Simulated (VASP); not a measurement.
Level of theory: HSE06 screened hybrid, VASP's PBE PAW potentials (set 64) (plane waves; VASP).

A VASP calculation is set up with these files.

### POSCAR
```
Cr atom
1
   12.0000000000     0.0000000000     0.0000000000
    0.0000000000    12.5000000000     0.0000000000
    0.0000000000     0.0000000000    13.0000000000
Cr
1
Direct
  0.0000000000   0.0000000000   0.0000000000
```

File KPOINTS:
```
Regular mesh
0
gamma
1 1 1
0 0 0
```

**INCAR**
```
AEXX = 0.25
ALGO = All
EDIFF = 1E-6
ENCUT = 520
GGA = PE
HFSCREEN = 0.2
ISMEAR = 0
ISPIN = 2
ISYM = 0
LASPH = T
LCHARG = F
LHFCALC = T
LMAXMIX = 4
LORBIT = 10
LREAL = F
LWAVE = F
MAGMOM = 6
NELM = 200
NUPDOWN = 6
PREC = Normal
PRECFOCK = Fast
SIGMA = 0.01
SYSTEM = Cr atom
```

POTCAR, in this order: Cr_pv (PBE.64 set). Program: vasp_gam. Read from the step before: WAVECAR.

Problem. What will the output report for the number of irreducible k-points (NKPTS), largest plane-wave count, FFT grid (NGX, NGY, NGZ)?

Solution. 
```yaml
number of irreducible k-points (NKPTS): 1
largest_plane_wave_count: 26244
FFT grid (NGX, NGY, NGZ): 70 × 70 × 80
```

The cell is a free atom in a box.
